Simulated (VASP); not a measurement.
Method: PBEsol GGA, VASP's PBE PAW potentials (set 64) (plane waves; VASP).

A VASP calculation is set up with these files.

**KPOINTS**
```
Regular mesh
0
Gamma
 7 7 5
```

**INCAR**
```
# general
SYSTEM   =  PtS2
PREC     =  Accurate
ENCUT    =  520   # plane-wave cut-off (eV)
LREAL    =  .FALSE.
LASPH    =  .TRUE.

# electronic loop
EDIFF    =  1E-7   # SCF stop (eV)
NELM     =  100
ALGO     =  Normal
LMAXMIX  =  6

# smearing
ISMEAR   =  0
SIGMA    =  0.05   # width (eV)

# functional
GGA      =  PS

# ions
IBRION   =  2   # conjugate gradients
NSW      =  30   # most ionic steps
ISIF     =  4   # ions and shape, fixed volume
EDIFFG   =  -0.01   # ionic stop

# output
LWAVE    =  .FALSE.
LCHARG   =  .FALSE.
```

File POSCAR:
```
PtS2
1
    1.7832011000    -3.0885949774     0.0000000000
    1.7832011000     3.0885949774     0.0000000000
    0.0000000000     0.0000000000     4.8197454310
Pt S
1 2
Direct
  0.0000000000   0.0000000000   1.0000000000
  0.3333330000   0.6666670000   0.2484506173
  0.6666670000   0.3333330000   0.7515493827
```

POTCAR, in this order: Pt S (PBE.64 set). Program: vasp_std.

Without a dispersion term in the relaxation, distances and binding between the weakly bound layers, chains or molecules are unreliable, and so is what depends on them.

Problem. Estimate the energy per atom (σ→0).

Solution. 
```yaml
energy per atom (σ→0): -5.666 eV/atom
```

File OSZICAR:
```
...
   1 F= -.16997249E+02 E0= -.16997249E+02  d E =-.169972E+02
       N       E                     dE             d eps       ncg     rms          rms(c)
DAV:   1    -0.169972594636E+02   -0.10119E-04   -0.11375E-03   960   0.203E-01    0.228E-02
DAV:   2    -0.169972629108E+02   -0.34471E-05   -0.46481E-05  1261   0.496E-02    0.104E-02
DAV:   3    -0.169972626239E+02    0.28687E-06   -0.59789E-07  1107   0.681E-03    0.610E-03
DAV:   4    -0.169972625120E+02    0.11184E-06   -0.39932E-07  1039   0.481E-03    0.141E-03
DAV:   5    -0.169972625023E+02    0.97205E-08   -0.67530E-08   515   0.248E-03
   2 F= -.16997263E+02 E0= -.16997263E+02  d E =-.131216E-04
```

The compound is PtS2 in the 1T layered structure. This run relaxes it. Symmetry was kept, so distortions that lower it aren't found.
